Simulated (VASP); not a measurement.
Level of theory: LDA (Ceperley-Alder, Perdew-Zunger), VASP's LDA PAW potentials (set 64) (plane waves; VASP).

The input files of a VASP run:

### INCAR
```
SYSTEM = NbH
PREC = Accurate
ENCUT = 300
EDIFF = 1E-6
NELM = 100
ALGO = Normal
LREAL = .FALSE.
LASPH = .TRUE.
ISMEAR = 0
SIGMA = 0.136
LMAXMIX = 4
LWAVE = .FALSE.
LCHARG = .FALSE.
ISIF = 2
```

POSCAR:
```
NbH
1
    1.8542230000    -2.4046870000     0.0000000000
    1.8542230000     2.4046870000     0.0000000000
    0.0000000000     0.0000000000     4.8272900000
Nb H
2 2
Direct
  0.7547780000   0.2452950000   0.2671720000
  0.2276140000   0.7384030000   0.7377160000
  0.2751440000   0.2615230000  -0.0001200000
  0.7424640000   0.7547800000  -0.0047690000
```

**KPOINTS**
```
Automatic mesh
0
Gamma
11 11 7
0 0 0
```

POTCAR, in this order: Nb_sv H (LDA.64 set). Program: vasp_std.

What will the output report for the number of irreducible k-points (NKPTS), largest plane-wave count, number of space-group operations, FFT grid (NGX, NGY, NGZ)?

```json
{
  "number of irreducible k-points (NKPTS)": "424",
  "largest_plane_wave_count": "522",
  "number_of_space_group_operations": "1",
  "FFT grid (NGX, NGY, NGZ)": "18 × 18 × 28"
}
```

The structure comes from a computed database's NbH entry (Cmme); how it stands against other phases isn't given here. The cell was not relaxed at this level, atoms are displaced from their ideal sites.
